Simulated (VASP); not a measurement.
Given:

```
CELL_PARAMETERS angstrom
      0.00000     2.77194     2.77194
      2.77194     0.00000     2.77194
      2.77194     2.77194     0.00000
ATOMIC_POSITIONS crystal
  Al 0.00000 0.00000 0.00000
  P  0.25000 0.25000 0.25000
```

Level of theory: rev-vdW-DF2, VASP's PBE PAW potentials (set 64) (plane waves; VASP). Numerical set-up: 520 eV cut-off, 8×8×8 Γ-centred mesh, Gaussian smearing of 0.050 eV, potentials Al P.

Task: The job: AlP (zinc blende), 2 atoms, rev-vdW-DF2, static run, 520 eV, 8×8×8 Γ-centred mesh. Roughly how much core time does it take on a busy server core?

Result: About 30 core-seconds (one run on a shared machine, a rough figure). It had 29 irreducible k-points, 8 bands, up to 1174 plane waves and 14 electronic steps.

The compound is AlP in the zinc blende structure. This cell is one point of a volume scan, at 1.03 of the reference volume.
